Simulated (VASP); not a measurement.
The system is LiAl2.

```
Li Al
1.0
     3.44971    0.00000    0.00000
     0.00000    3.44971    0.00000
     0.00000    0.00000    4.92947
Li Al
1 2
Direct
  0.00000 0.00000 0.00000
  0.50000 0.50000 0.00000
  0.00000 0.00000 0.50000
```

The cell was built by a generator and needn't be a form met in nature.

| Item | Value |
| --- | --- |
| Program | VASP 6.6.1 |
| Task | single point |
| Functional | PBE |
| Potentials or basis | VASP PAW PBE potentials, release 64 (Li_sv, Al) |
| Cutoff | 520 eV |
| k mesh | 8 × 8 × 6 |
| Occupations | fermi-dirac, width 0.05 eV |
| Spin | no spin polarisation |

On this cell: largest force under 0.003 eV/Å; band gap on the k mesh none (metal or under the smearing width).

The same run follows on a disturbed copy (atoms moved at random, drawn with an rms of 0.05 Å):

```
Li Al
1.0
     3.44971    0.00000    0.00000
     0.00000    3.44971    0.00000
     0.00000    0.00000    4.92947
Li Al
1 2
Cartesian
  0.0086 0.0329 -0.0373
  1.7702 1.7419 -0.0173
  -0.0075 0.0088 2.5018
```

Task: What does the disturbed cell give?

Result: The energy (extrapolated to zero smearing) moves by +6.6 meV/atom; largest force 0.501 eV/Å; band gap on the k mesh none (metal or under the smearing width).

Forces in eV/Å, atoms in the order of the input:
```
Li   0.237 -0.080  0.434
Al  -0.194  0.102 -0.003
Al  -0.043 -0.022 -0.431
```
